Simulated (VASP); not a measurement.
A convergence study with VASP on Y (hcp): one setting is varied, all else stays as given below, so the limit is that of these other settings.

```xyz
2
Lattice="1.8250 -3.1610 0.0000 1.8250 3.1610 0.0000 0.0000 0.0000 5.7300" Properties=species:S:1:pos:R:3 pbc="T T T"
Y      1.8250     1.0537     1.4325
Y      1.8250    -1.0537     4.2975
```

Level of theory: PBE GGA, VASP's PBE PAW potentials (set 64) (plane waves; VASP 6.6.1). The tightest run used: 550 eV cut-off, 17×17×9 Monkhorst-Pack mesh, first-order Methfessel-Paxton smearing of 0.10 eV, potentials Y_sv.

| setting | E (eV/atom) | pressure (GPa) | irreducible k-points |
|---|---|---|---|
| 1×1×1 mesh | -7.7161 | 13.98 | 1 |
| 2×2×1 mesh | -6.3540 | -0.95 | 2 |
| 3×3×2 mesh | -6.4274 | -1.07 | 3 |
| 4×4×2 mesh | -6.4374 | -0.57 | 6 |
| 5×5×3 mesh | -6.4082 | -0.22 | 10 |
| 6×6×3 mesh | -6.4213 | -0.63 | 24 |

Question: These are the cheaper rows. Estimate the results at 17×17×9 mesh, and how far the last row shown lies from them.

Answer: 
| quantity | tightest run | last row shown is off by |
|---|---|---|
| E (eV/atom) | -6.4317 | 0.0104 |
| pressure (GPa) | -0.33 | -0.30 |

Left out are rungs that failed or repeat a setting and relaxations that didn't move; long series are thinned to 24 rows.

The compound is Y in the hcp structure. The cell was not relaxed at this level.
